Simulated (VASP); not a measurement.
# SnGeTe3 (Pm-3m) in VASP: further runs, part 2 of 2

VASP 6.6.1.

## 3. Single point, PBE

This run uses another cell than the first one, of 38.90 Å³/atom, 1.244 times its volume.

Input file INCAR:

```
SYSTEM = SnGeTe3
PREC = Accurate ; ENCUT = 520
EDIFF = 1E-7 ; ISMEAR = 0
SIGMA = 0.05 ; LREAL = .FALSE.
LASPH = .TRUE. ; NELM = 100
ALGO = Normal ; ISIF = 2
LWAVE = .FALSE. ; LCHARG = .FALSE.
GGA = PE ; NBANDS = 31
```

Input file KPOINTS:

```
Automatic mesh
0
G
  4 4 4
  0 0 0
```

Input file POSCAR:

```
SnGeTe3
1.0
    5.7941366820      0.0000000000      0.0000000000
    0.0000000000      5.7941366820      0.0000000000
    0.0000000000      0.0000000000      5.7941366820
Sn Ge Te
1 1 3
Direct
    0.0000000000      0.0000000000      0.0000000000
    0.5000000000      0.5000000000      0.5000000000
    0.5000000000      0.5000000000      0.0000000000
    0.5000000000      0.0000000000      0.5000000000
    0.0000000000      0.5000000000      0.5000000000
```

Potentials or basis: VASP PAW PBE potentials, release 64 (Sn_d, Ge_d, Te).

Command:

```sh
cat potpaw_PBE.64/Sn_d/POTCAR potpaw_PBE.64/Ge_d/POTCAR potpaw_PBE.64/Te/POTCAR > POTCAR
mpirun -np 1 vasp_std > vasp.out
```

OUTCAR:

```text
SYSTEM = SnGeTe3
   PREC = Accurate
   ENCUT = 520
   EDIFF = 1E-7
   ISMEAR = 0
   LREAL = .FALSE.
   LASPH = .TRUE.
   NELM = 100
   ISIF = 2
   GGA = PE

 ion  position               nearest neighbor table
   1  0.000  0.000  0.000-
   2  0.500  0.500  0.500-   3 2.90   4 2.90   5 2.90   3 2.90   4 2.90   5 2.90
   3  0.500  0.500  0.000-   2 2.90   2 2.90
   4  0.500  0.000  0.500-   2 2.90   2 2.90
   5  0.000  0.500  0.500-   2 2.90   2 2.90

  LATTYP: Found a simple cubic cell.
[... 526 lines left out ...]
  --------------------------------------------------------------------------------------
  -------------------------------------------------------------------------------------
  Total       -5.7025468     -5.7025468     -5.7025468     -0.0000000     -0.0000000      0.0000000
  in kB      -46.9692073    -46.9692073    -46.9692073     -0.0000000     -0.0000000      0.0000000
  external PRESSURE =     -46.9692073 kB  Pullay stress =       0.0000000 kB

 VOLUME and BASIS-vectors are now :
 -----------------------------------------------------------------------------
  energy-cutoff  :      520.00
  volume of cell :      194.52
      direct lattice vectors                 reciprocal lattice vectors
     5.794136682  0.000000000  0.000000000     0.172588265  0.000000000  0.000000000
     0.000000000  5.794136682  0.000000000     0.000000000  0.172588265  0.000000000
     0.000000000  0.000000000  5.794136682     0.000000000  0.000000000  0.172588265

 POSITION                                       TOTAL-FORCE (eV/Angst)
 -----------------------------------------------------------------------------------
      0.00000      0.00000      0.00000         0.000000      0.000000      0.000000
      2.89707      2.89707      2.89707         0.000000      0.000000      0.000000
      2.89707      2.89707      0.00000         0.000000      0.000000      0.000000
      2.89707      0.00000      2.89707         0.000000      0.000000      0.000000
      0.00000      2.89707      2.89707         0.000000      0.000000      0.000000
 -----------------------------------------------------------------------------------
    total drift:                                0.000000     -0.000000     -0.000000

  FREE ENERGIE OF THE ION-ELECTRON SYSTEM (eV)
  ---------------------------------------------------
  free  energy   TOTEN  =       -15.5589804125 eV

  energy  without entropy=      -15.5478714639  energy(sigma->0) =      -15.55342594
```

OSZICAR:

```text
N       E                     dE             d eps       ncg     rms          rms(c)
DAV:   1     0.382040047196E+03    0.38204E+03   -0.20038E+04   713   0.188E+03
DAV:   2     0.403848126430E+02   -0.34166E+03   -0.32956E+03   675   0.552E+02
DAV:   3    -0.132059523947E+02   -0.53591E+02   -0.52234E+02   769   0.152E+02
DAV:   4    -0.161740287922E+02   -0.29681E+01   -0.29609E+01   704   0.413E+01
DAV:   5    -0.162795602747E+02   -0.10553E+00   -0.10552E+00   866   0.779E+00    0.600E+00
DAV:   6    -0.155982621439E+02    0.68130E+00   -0.62050E-01   731   0.504E+00    0.394E+00
DAV:   7    -0.155632978589E+02    0.34964E-01   -0.23529E-01   784   0.180E+00    0.137E+00
DAV:   8    -0.155621318282E+02    0.11660E-02   -0.47804E-02   711   0.132E+00    0.575E-01
DAV:   9    -0.155587871627E+02    0.33447E-02   -0.78983E-03   725   0.488E-01    0.131E-01
DAV:  10    -0.155588947579E+02   -0.10760E-03   -0.11970E-03   789   0.137E-01    0.974E-02
DAV:  11    -0.155590300586E+02   -0.13530E-03   -0.19933E-04   734   0.868E-02    0.307E-02
DAV:  12    -0.155589804029E+02    0.49656E-04   -0.72275E-05   725   0.479E-02    0.119E-02
DAV:  13    -0.155589804437E+02   -0.40815E-07   -0.97402E-06   747   0.114E-02    0.448E-03
DAV:  14    -0.155589804125E+02    0.31172E-07   -0.42756E-07   661   0.370E-03
   1 F= -.15558980E+02 E0= -.15553426E+02  d E =-.111089E-01
```

It took 1.9 min on 1 thread of Intel Xeon Platinum 8488C (Sapphire Rapids), shared host; peak memory 0.34 GiB.

What came out:

| Property | Result |
| --- | --- |
| Free energy | -15.5590 eV |
| Pressure | -4.7 GPa |
| Band gap on the k mesh | none (metal or under the smearing width) |

Levels at points of the mesh, in eV from the Fermi level:
```tsv
k point	band 19	band 20	band 21	band 22	band 23	band 24	band 25	band 26	band 27	band 28
(0.00, 0.00, 0.00)	-0.93	-0.93	-0.93	-0.50	-0.50	-0.50	2.03	2.03	2.03	4.46
(0.50, 0.00, 0.00)	-1.54	-1.28	-0.89	-0.41	-0.41	-0.20	0.77	1.36	1.36	1.88
(0.50, 0.50, 0.00)	-1.79	-1.14	-1.14	-0.51	0.39	0.57	0.76	0.83	0.83	2.30
(0.50, 0.50, 0.50)	-0.49	-0.49	0.60	0.60	0.60	1.03	1.03	1.03	1.41	2.01
```

The run has no spin-orbit coupling, so splittings on Te are missing.
